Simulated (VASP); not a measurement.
```
Au5K
1.0
    5.58651     0.00000     0.00000
   -2.79325     4.83806     0.00000
    0.00000     0.00000     4.46485
K Au
1 5
Direct
  0.00000   0.00000   0.00000
  0.66667   0.33333   0.00000
  0.33333   0.66667   0.00000
  0.50000   0.00000   0.50000
  0.50000   0.50000   0.50000
  0.00000   0.50000   0.50000
```

All values below come from LDA (Ceperley-Alder, Perdew-Zunger) with spin-orbit coupling, VASP's LDA PAW potentials (set 64) (plane waves; VASP 6.6.1). Run with 400 eV cut-off, 6×6×6 Γ-centred mesh, Gaussian smearing of 0.050 eV, potentials K_sv Au.

Task: Give the energies of bands 57 to 70 at the high-symmetry points, in eV from the Fermi level.

Result: 
| band | Γ | M | K | A | L | H |
|---|---|---|---|---|---|---|
| 57 | -1.37 | -2.62 | -2.49 | -1.57 | -2.08 | -2.66 |
| 58 | -1.37 | -2.62 | -2.49 | -1.57 | -2.08 | -2.66 |
| 59 | -1.25 | -2.42 | -2.40 | -1.54 | -1.98 | -2.16 |
| 60 | -1.25 | -2.42 | -2.40 | -1.54 | -1.98 | -2.16 |
| 61 | -0.75 | -1.46 | -1.84 | -1.36 | -1.56 | -1.82 |
| 62 | -0.75 | -1.46 | -1.84 | -1.36 | -1.56 | -1.82 |
| 63 | 0.60 | 0.28 | -1.50 | -0.37 | -1.54 | -1.02 |
| 64 | 0.60 | 0.28 | -1.50 | -0.37 | -1.54 | -1.02 |
| 65 | 1.26 | 0.44 | 3.19 | 0.92 | -0.59 | -0.82 |
| 66 | 1.26 | 0.44 | 3.19 | 0.92 | -0.59 | -0.82 |
| 67 | 1.67 | 2.94 | 3.30 | 1.40 | 1.70 | 0.94 |
| 68 | 1.67 | 2.94 | 3.30 | 1.40 | 1.70 | 0.94 |
| 69 | 1.78 | 4.58 | 3.73 | 2.14 | 2.20 | 1.02 |
| 70 | 1.78 | 4.58 | 3.73 | 2.14 | 2.20 | 1.02 |

It has no gap at this level: it comes out as a metal or semimetal.

The structure comes from a computed database's KAu5 entry (P6/mmm); how it stands against other phases isn't given here. It was relaxed first, which changed the volume by -6 %.
